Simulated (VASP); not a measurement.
BiCl3O, 5 atoms in the cell. The structure is cubic, space group Pm-3m (No. 221). The conventional cell has a = 5.399 Å, b = 5.399 Å, c = 5.399 Å, α = 90.00°, β = 90.00°, γ = 90.00°. Bi (site symmetry m-3m) is surrounded by 6 Cl at 2.70 Å. Cl (site symmetry 4/mmm) is surrounded by 2 Bi at 2.70 Å. O (site symmetry m-3m) has 12 Cl at 3.82 Å as nearest neighbours. The cell was built by a generator and needn't be a form met in nature.

```yaml
Program: VASP 6.6.1
Task: band structure
Functional: optB86b-vdW
Potentials_or_basis: VASP PAW PBE potentials, release 64 (Bi, Cl, O)
Cutoff: 500 eV
k_mesh: 4 × 4 × 4
Occupations: gaussian, width 0.05 eV
Spin: collinear spin, ferromagnetic start, spin-orbit coupling
Starting_moments: "[[0.5, 0.0, 0.0], [0.0, 0.0, 0.0], [0.0, 0.0, 0.0], [0.0, 0.0, 0.0], [0.0, 0.0, 0.0]] μB"
Further_INCAR_settings: ALGO = Fast; EDIFF = 1e-07
```

Potentials or basis: VASP PAW PBE potentials, release 64 (Bi, Cl, O).

Run with:

```bash
$ cat potpaw_PBE.64/Bi/POTCAR potpaw_PBE.64/Cl/POTCAR potpaw_PBE.64/O/POTCAR > POTCAR
$ mpirun -np 1 vasp_ncl > vasp.out
```

Hardware: 1 thread of AMD EPYC 9R14 (Zen 4), with other jobs on the host.

Estimate the wall time of this run.

Run time: 14 min on 1 thread of AMD EPYC 9R14 (Zen 4), with other jobs on the host, peak memory 1 GiB. Counts: scf iterations 74, k points 18.
